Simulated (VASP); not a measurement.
The input files of a VASP run:

File POSCAR:
```
Mo
1
   -1.5206918592     1.5206918592     1.5206918592
    1.5206918592    -1.5206918592     1.5206918592
    1.5206918592     1.5206918592    -1.5206918592
Mo
1
Direct
  1.0000000000   1.0000000000   1.0000000000
```

**KPOINTS**
```
Automatic
0
G
 17 17 17
0 0 0
```

INCAR:
```
SYSTEM = Mo
PREC = Accurate; ENCUT = 500; LREAL = F
LASPH = T
EDIFF = 1E-6; NELM = 100; ALGO = Normal
LMAXMIX = 4
ISMEAR = 1; SIGMA = 0.1
GGA = PS
IBRION = 2; NSW = 40; ISIF = 3
EDIFFG = -0.02; PSTRESS = 300
LWAVE = F; LCHARG = F
```

POTCAR, in this order: Mo_sv (PBE.64 set). Program: vasp_std.

Task: Translate this PBEsol calculation to Quantum ESPRESSO's pw.x.

Result: One equivalent input (not run):
```
&CONTROL
  calculation = 'vc-relax'
  pseudo_dir = './pseudo'
  outdir = './out'
  tprnfor = .true.
  tstress = .true.
  nstep = 40
  forc_conv_thr = 0.00078
/
&SYSTEM
  ibrav = 0
  nat = 1
  ntyp = 1
  ecutwfc = 80
  occupations = 'smearing'
  smearing = 'methfessel-paxton'
  degauss = 0.00735
  input_dft = 'pbesol'
/
&ELECTRONS
  conv_thr = 7.3e-08
  electron_maxstep = 100
/
&IONS
/
&CELL
  press = 300
/
ATOMIC_SPECIES
  Mo 95.950 Mo.upf
CELL_PARAMETERS angstrom
    -1.5206919    1.5206919    1.5206919
     1.5206919   -1.5206919    1.5206919
     1.5206919    1.5206919   -1.5206919
ATOMIC_POSITIONS crystal
  Mo   1.0000000  1.0000000  1.0000000
K_POINTS automatic
  17 17 17 0 0 0
```
Limits of the translation: the potentials are each code's own (VASP's PAW set, PseudoDojo norm-conserving files in pw.x), so ENCUT and ecutwfc are chosen apart and not converted; conv_thr bounds pw.x's estimated SCF error, while EDIFF bounds the energy change between steps; forc_conv_thr acts on force components and is met together with etot_conv_thr.

The compound is Mo in the bcc structure. It was relaxed first under an external pressure of 30 GPa.
